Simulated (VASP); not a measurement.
SiC (wurtzite):

```yaml
crystal:
  lattice:
    - [1.54000, -2.66736, 0.00000]
    - [1.54000, 2.66736, 0.00000]
    - [0.00000, 0.00000, 5.05000]
  atoms:
    - { symbol: Si, position: [0.66667, 0.33333, 0.50000] }
    - { symbol: Si, position: [0.33333, 0.66667, 0.00000] }
    - { symbol: C, position: [0.66667, 0.33333, 0.87500] }
    - { symbol: C, position: [0.33333, 0.66667, 0.37500] }
```

The lowest empty band near K, direction c, from PBE with spin-orbit coupling in VASP (PAW); its two spin partners are averaged. The gap over the points computed is 2.25 eV, and the next band on that side lies 5.89 eV away at the edge.

Run with 520 eV cut-off, 9×9×5 Γ-centred mesh, Gaussian smearing of 0.050 eV, potentials Si C.

| distance from the edge in k (1/Å) | distance in energy (meV) |
|---|---|
| 0.018 | 4.7 |
| 0.025 | 9.1 |
| 0.035 | 17.8 |
| 0.050 | 36.1 |
| 0.070 | 70.5 |

### Question
Fit E(1 + αE) = ħ²k²/2m* (ħ²/2m0 = 3.810 eV Å²) and predict the row at 0.095 1/Å.

### Answer
The rows don't resolve α, so a parabola serves: the electron mass is m* = 0.264 m0, and so 130.0 meV. The run gave 129.0 meV, -1.0 meV from the fit.

Left out are points under 3 meV from the edge, since the levels carry 0.1 meV, and points farther than half the way to the next band.

The compound is SiC in the wurtzite structure, the rare 2H polytype. The cell was not relaxed at this level.
